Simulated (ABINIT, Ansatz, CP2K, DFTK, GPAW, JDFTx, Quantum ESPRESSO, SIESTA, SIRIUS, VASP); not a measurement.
# One calculation of ScSi2, 10 ways

```
CELL_PARAMETERS angstrom
3.66000 0.00000 0.00000
-1.83000 3.16965 0.00000
0.00000 0.00000 3.87000
ATOMIC_POSITIONS crystal
Sc 0.00000 0.00000 0.00000
Si 0.66667 0.33333 0.50000
Si 0.33333 0.66667 0.50000
```

Alike in all runs: task single point; functional PBE; k mesh 8 × 8 × 7; occupations fermi-dirac, width 0.05 eV; no spin polarisation; no spin-orbit coupling. Pressure is positive in compression and, in plane waves, holds the error of the finite cutoff.

```
                                                                                   program and potentials  plane-wave cutoff (eV)         notes  pressure (GPa)
SIESTA, files PseudoDojo sr-pbe-0.4.1-standard, DZP (energy shift 0.003 Ry; two zetas on semicore shells)                       -  atomic basis           26.29
                                                           Ansatz, all-electron LAPW, scalar-relativistic                       -             -           25.05
                                                                    VASP, PBE PAW files Sc_sv, Si, 520 eV                     520             -           25.17
                                                             DFTK, PseudoDojo SR PBE 0.4.1 standard (PBE)                    1061             -           24.87
                                                                Quantum ESPRESSO, SSSP 1.3 efficiency PBE                     816             -           25.25
                                                               GPAW, GPAW PAW data sets (gpaw-data 1.2.1)                     600             -           25.50
                                                                                 ABINIT, JTH PAW PBE v2.0                     408             -           25.00
                             CP2K, POTENTIAL_UZH Sc GTH-PBE-q11, Si GTH-PBE-q4; TZVP-MOLOPT-PBE-GTH basis                       -  atomic basis           24.28
                                                                    JDFTx, PseudoDojo-SR-PBE-0.5-standard                    1061             -           24.89
                                              SIRIUS, PseudoDojo 0.4.1 PBE standard (scalar relativistic)                    1078             -           24.89
```

The pressure spans 24.28 (CP2K, POTENTIAL_UZH Sc GTH-PBE-q11, Si GTH-PBE-q4; TZVP-MOLOPT-PBE-GTH basis) to 26.29 GPa (SIESTA, files PseudoDojo sr-pbe-0.4.1-standard, DZP (energy shift 0.003 Ry; two zetas on semicore shells)), with all-electron results at 25.05. The cell lies far from this level's equilibrium. Rows in atomic bases carry the error of their basis and grid, which can be large.

Differences between rows come from potentials, basis sets and numerical settings, since the functional is the same but for its coding. Runs on potential files found faulty are left out.
